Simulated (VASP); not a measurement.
An input for Ansatz (written as the equivalent of a VASP run, and not itself run):

Ansatz 0.2 input:
```yaml
crystal:
  lattice:
    - [1.5814663, -2.7391800, 0.0000000]
    - [1.5814663, 2.7391800, 0.0000000]
    - [0.0000000, 0.0000000, 5.1510999]
  atoms:
    - { symbol: Ga, position: [0.6666670, 0.3333330, 0.5000978] }
    - { symbol: Ga, position: [0.3333330, 0.6666670, 0.0000978] }
    - { symbol: N, position: [0.6666670, 0.3333330, 0.8769022] }
    - { symbol: N, position: [0.3333330, 0.6666670, 0.3769022] }
kpoints:
  mp_grid: { grid: [8, 8, 5] }
hamiltonian:
  xc: pbe
  pseudopotentials: { kind: paw }
scf:
  occupations: { method: gaussian, width: 0.05 }
  max_iter: 100
relax:
  max_steps: 40
  f_tol: 0.02
  cell: { p_target: 20 }
output: { forces: true, stress: true, eigenvalues: true }
```

Q: Translate this input to VASP (INCAR, KPOINTS, POSCAR, choice of POTCAR).

A: Several could match; the one computed here: 
File POSCAR:
```
GaN
1
    1.5814663053    -2.7391799524     0.0000000000
    1.5814663053     2.7391799524     0.0000000000
    0.0000000000     0.0000000000     5.1510999025
Ga N
2 2
Direct
  0.6666670000   0.3333330000   0.5000978045
  0.3333330000   0.6666670000   0.0000978045
  0.6666670000   0.3333330000   0.8769021955
  0.3333330000   0.6666670000   0.3769021955
```

**KPOINTS**
```
Automatic mesh
0
Gamma
8 8 5
0 0 0
```

**INCAR**
```
# general
SYSTEM  = GaN
PREC    = Accurate
ENCUT   = 620
LREAL   = .FALSE.
LASPH   = .TRUE.

# electronic loop
EDIFF   = 1E-6
NELM    = 100
ALGO    = Normal
LMAXMIX = 4

# smearing
ISMEAR  = 0
SIGMA   = 0.05

# functional
GGA     = PE

# ions
IBRION  = 2
NSW     = 40
ISIF    = 3
EDIFFG  = -0.02
PSTRESS = 200

# output
LWAVE   = .FALSE.
LCHARG  = .FALSE.
```

POTCAR, in this order: Ga_d N (PBE.64 set). Program: vasp_std.

The two are equivalent in intent, not identical: each code has its own PAW files, so the cut-off isn't converted (ENCUT is set for VASP's; basis.ecutwfc is left out, and Ansatz then takes the one that its files recommend); Ansatz stops its SCF on the density residual and VASP on the energy change (EDIFF).

The compound is GaN in the wurtzite structure. This run relaxes it under an external pressure of 20 GPa. Symmetry was kept, so distortions that lower it aren't found.
